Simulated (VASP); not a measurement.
Data:

```
Sc
1.0
    1.62370    -2.85348     0.00000
    1.62370     2.85348     0.00000
    0.00000     0.00000     5.17442
Sc
2
Cartesian
  1.62370   0.95116   1.29361
  1.66053  -0.95116   3.88082
```

Method: PBE GGA, VASP's PBE PAW potentials (set 64) (plane waves; VASP 6.6.1). Run with 400 eV cut-off, KSPACING 0.4 per Å, first-order Methfessel-Paxton smearing of 0.10 eV, potentials Sc_sv.

Gaps are read on the run's mesh, which can miss a band edge.

Q: Estimate the energy per atom (σ→0), pressure, largest force, band gap (on the k-mesh) with the smallest direct gap where there is one.

A: 
* **band gap (on the k-mesh)**: none (metal, semimetal or under 0.01 eV)
* **energy per atom (σ→0)**: -6.252 eV/atom
* **pressure**: 1.45 GPa
* **largest force**: 0.066 eV/Å

The absolute energy has meaning only against runs of the same code, potentials and settings.

The compound is Sc in the hcp structure. The cell was not relaxed at this level, atoms are displaced from their ideal sites. The run is one of a series of settings (KGAMMA = .TRUE., KSPACING = 0.4, KPOINTS file removed against the base run), some of them coarse on purpose.
